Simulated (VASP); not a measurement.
Data:

```
KCl
1.0
    2.24008     1.29331     3.83388
   -2.24008     1.29331     3.83388
    0.00000    -2.58662     3.83388
K Cl
1 1
Cartesian
  0.00000   0.00000   8.76886
  0.00000   0.00000   2.73279
```

Computed with PBE GGA, VASP's PBE PAW potentials (set 64) (plane waves; VASP). Settings: 400 eV cut-off, 7×7×7 Γ-centred mesh, Gaussian smearing of 0.050 eV, potentials K_sv Cl.

Q: Predict the energy per atom (σ→0), band gap (on the k-mesh) with the smallest direct gap where there is one.

A: 
```json
{
 "band gap (on the k-mesh)": "4.95 eV",
 "smallest direct gap (on the k-mesh)": "4.95 eV",
 "energy per atom (σ→0)": "-3.382 eV/atom"
}
```

The structure was generated: KCl was put into the alpha-GeTe type (R3m), which need not be its known phase. The cell was not relaxed at this level.
